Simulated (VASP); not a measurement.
An input for Ansatz (written as the equivalent of a VASP run, and not itself run):

Ansatz 0.2 input:
```yaml
crystal:
  lattice:
    - [-3.0233570, 3.0233570, 3.0233570]
    - [3.0233570, -3.0233570, 3.0233570]
    - [3.0233570, 3.0233570, -3.0233570]
  atoms:
    - { symbol: Cs, position: [0.0000000, 0.0000000, 0.0000000] }
kpoints:
  mp_grid: { grid: [10, 10, 10] }
hamiltonian:
  xc: pbe
  dispersion: d3bj
  pseudopotentials: { kind: paw }
scf:
  occupations: { method: tetrahedron }
  max_iter: 100
output: { forces: true, stress: true, eigenvalues: true }
```

### Question
Translate this input to VASP (INCAR, KPOINTS, POSCAR, choice of POTCAR).

### Answer
Several could match; the one computed here: 
### KPOINTS
```
Regular mesh
0
gamma
10 10 10
0 0 0
```

### INCAR
```
ALGO=Normal
EDIFF=1E-7
ENCUT=520
GGA=PE
ISIF=2
ISMEAR=-5
IVDW=12
LASPH=T
LCHARG=T
LMAXMIX=4
LORBIT=11
LREAL=F
LWAVE=F
NEDOS=601
NELM=100
PREC=Accurate
SYSTEM=Cs
```

**POSCAR**
```
Cs
1
   -3.0233569608     3.0233569608     3.0233569608
    3.0233569608    -3.0233569608     3.0233569608
    3.0233569608     3.0233569608    -3.0233569608
Cs
1
Direct
  0.0000000000   0.0000000000   0.0000000000
```

POTCAR, in this order: Cs_sv (PBE.64 set). Program: vasp_std.

The two are equivalent in intent, not identical: each code has its own PAW files, so the cut-off isn't converted (ENCUT is set for VASP's; basis.ecutwfc is left out, and Ansatz then takes the one that its files recommend); Ansatz stops its SCF on the density residual and VASP on the energy change (EDIFF).

The compound is Cs in the bcc structure. It was relaxed first.
